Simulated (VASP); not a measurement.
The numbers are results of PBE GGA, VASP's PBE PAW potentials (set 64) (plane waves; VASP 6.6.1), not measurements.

VASP input:

File KPOINTS:
```
Automatic mesh
0
Gamma
11 11 11
0 0 0
```

### POSCAR
```
CoGa
5.87520
  0.5000000000   0.0000000000   0.0000000000
  0.0000000000   0.5000000000   0.0000000000
  0.0000000000   0.0000000000   0.5000000000
Ga Co
1 1
Cartesian
  0.2500000000   0.2500000000   0.2500000000
  0.0000000000   0.0000000000   0.0000000000
```

INCAR:
```
# general
SYSTEM  = CoGa
PREC    = Accurate
ENCUT   = 400
LREAL   = .FALSE.
LASPH   = .TRUE.

# electronic loop
EDIFF   = 1E-6
NELM    = 100
ALGO    = Normal
LMAXMIX = 4

# smearing
ISMEAR  = 1
SIGMA   = 0.1

# functional
GGA     = PE

# ions
ISIF    = 2

# output
LWAVE   = .FALSE.
LCHARG  = .FALSE.
```

POTCAR, in this order: Ga_d Co (PBE.64 set). Program: vasp_std.

Output of the run:

OUTCAR:
```
 ion  position               nearest neighbor table
   1  0.500  0.500  0.500-   2 2.54   2 2.54   2 2.54   2 2.54   2 2.54   2 2.54   2 2.54   2 2.54
  LATTYP: Found a simple cubic cell.
 ALAT       =     2.9376000000
 Subroutine PRICEL returns:
 Original cell was already a primitive cell.
 Subroutine GETGRP returns: Found 48 space group operations
The static configuration has the point symmetry O_h .
The dynamic configuration has the point symmetry O_h .
 Subroutine INISYM returns: Found 48 space group operations
 Subroutine IBZKPT returns following result:
 Found     56 irreducible k-points:

 Following reciprocal coordinates:
            Coordinates               Weight
  0.000000  0.000000  0.000000      1.000000
  0.090909  0.000000  0.000000      6.000000
  0.181818  0.000000  0.000000      6.000000
  0.272727  0.000000  0.000000      6.000000
  0.363636  0.000000  0.000000      6.000000
  0.454545  0.000000  0.000000      6.000000
  0.090909  0.090909  0.000000     12.000000
  0.181818  0.090909  0.000000     24.000000
  0.272727  0.090909  0.000000     24.000000
  0.363636  0.090909  0.000000     24.000000
  0.454545  0.090909  0.000000     24.000000
  0.181818  0.181818  0.000000     12.000000
  0.272727  0.181818  0.000000     24.000000
  0.363636  0.181818  0.000000     24.000000
  0.454545  0.181818  0.000000     24.000000
  0.272727  0.272727  0.000000     12.000000
  0.363636  0.272727  0.000000     24.000000
  0.454545  0.272727  0.000000     24.000000
  0.363636  0.363636  0.000000     12.000000
  0.454545  0.363636  0.000000     24.000000
  0.454545  0.454545  0.000000     12.000000
  0.090909  0.090909  0.090909      8.000000
  0.181818  0.090909  0.090909     24.000000
  0.272727  0.090909  0.090909     24.000000
  0.363636  0.090909  0.090909     24.000000
...
```

File OSZICAR:
```
       N       E                     dE             d eps       ncg     rms          rms(c)
DAV:   1     0.893765865174E+02    0.89377E+02   -0.94359E+03  1767   0.220E+03
DAV:   2    -0.693466229818E+01   -0.96311E+02   -0.94323E+02  1757   0.323E+02
DAV:   3    -0.113702901595E+02   -0.44356E+01   -0.44221E+01  1918   0.748E+01
DAV:   4    -0.114353541273E+02   -0.65064E-01   -0.65051E-01  2302   0.849E+00
DAV:   5    -0.114368841745E+02   -0.15300E-02   -0.15300E-02  2032   0.111E+00    0.932E+00
DAV:   6    -0.128968986382E+02   -0.14600E+01   -0.25398E+01  1874   0.652E+01    0.131E+01
DAV:   7    -0.104524912420E+02    0.24444E+01   -0.11339E+01  1743   0.480E+01    0.151E+00
DAV:   8    -0.104432360071E+02    0.92552E-02   -0.26729E-01  1945   0.528E+00    0.684E-01
DAV:   9    -0.104365538670E+02    0.66821E-02   -0.22449E-02  2262   0.223E+00    0.148E-01
DAV:  10    -0.104362885050E+02    0.26536E-03   -0.65947E-04  2253   0.363E-01    0.668E-02
DAV:  11    -0.104362812444E+02    0.72606E-05   -0.71287E-05  2383   0.148E-01    0.138E-02
DAV:  12    -0.104362803985E+02    0.84593E-06   -0.43577E-06  1854   0.352E-02
   1 F= -.10436280E+02 E0= -.10436491E+02  d E =0.631859E-03
```

### OUTCAR
```
------------------------ aborting loop because EDIFF is reached ----------------------------------------
  FORCE on cell =-STRESS in cart. coord.  units (eV):
  Direction    XX          YY          ZZ          XY          YZ          ZX
  --------------------------------------------------------------------------------------
  Total       -1.4865895     -1.4865895     -1.4865895      0.0000000     -0.0000000      0.0000000
  in kB      -93.9558161    -93.9558161    -93.9558161      0.0000000     -0.0000000      0.0000000
  external PRESSURE =     -93.9558161 kB  Pullay stress =       0.0000000 kB
  volume of cell :       25.35
      direct lattice vectors                 reciprocal lattice vectors
     2.937600000  0.000000000  0.000000000     0.340413943  0.000000000  0.000000000
     0.000000000  2.937600000  0.000000000     0.000000000  0.340413943  0.000000000
     0.000000000  0.000000000  2.937600000     0.000000000  0.000000000  0.340413943
 POSITION                                       TOTAL-FORCE (eV/Angst)
 -----------------------------------------------------------------------------------
      1.46880      1.46880      1.46880         0.000000      0.000000      0.000000
      0.00000      0.00000      0.00000         0.000000      0.000000      0.000000
 -----------------------------------------------------------------------------------
    total drift:                               -0.000000      0.000000     -0.000000
  FREE ENERGIE OF THE ION-ELECTRON SYSTEM (eV)
  ---------------------------------------------------
  free  energy   TOTEN  =       -10.4362803985 eV

  energy  without entropy=      -10.4369122574  energy(sigma->0) =      -10.43649102
```
(Selected blocks of OUTCAR.)

**OUTCAR**
```
 val. band max:        8.9371169166   @ k =   0.4545   0.3636   0.0000

 cond. band min:       9.0128325989   @ k =   0.4545   0.3636   0.0909


 Fermi energy:         8.9983329903

 k-point     1 :       0.0000    0.0000    0.0000
  band No.  band energies     occupation
      1      -6.0895      2.00000
      2      -6.0895      2.00000
      3      -5.7980      2.00000
      4      -5.7980      2.00000
      5      -5.7980      2.00000
      6      -2.5971      2.00000
      7       6.6511      2.00000
      8       6.6511      2.00000
      9       8.3020      2.00000
     10       8.3020      2.00000
     11       8.3020      2.00000
     12      13.9755      0.00000
     13      13.9755      0.00000
     14      13.9755      0.00000
     15      19.6353      0.00000

 k-point     2 :       0.0909    0.0000    0.0000
  band No.  band energies     occupation
      1      -6.0861      2.00000
      2      -6.0708      2.00000
      3      -5.8048      2.00000
      4      -5.8048      2.00000
      5      -5.7966      2.00000
      6      -2.4481      2.00000
      7       6.6210      2.00000
      8       6.6683      2.00000
      9       8.2088      2.00000
     10       8.2088      2.00000
     11       8.3029      2.00000
     12      12.8683      0.00000
     13      14.2323      0.00000
     14      14.2323      0.00000
     15      19.6694      0.00000

 k-point     3 :       0.1818    0.0000    0.0000
  band No.  band energies     occupation
      1      -6.0769      2.00000
      2      -6.0218      2.00000
      3      -5.8228      2.00000
      4      -5.8228      2.00000
      5      -5.7926      2.00000
      6      -2.0013      2.00000
      7       6.4225      2.00000
      8       6.7150      2.00000
      9       7.9822      2.00000
     10       7.9822      2.00000
     11       8.3055      2.00000
     12      11.0141      0.00000
     13      14.9496      0.00000
     14      14.9496      0.00000
     15      19.7715      0.00000
...
```

The compound is CoGa in the CsCl type structure. The cell was not relaxed at this level. The run is not spin-polarised, so no magnetic state was tried.
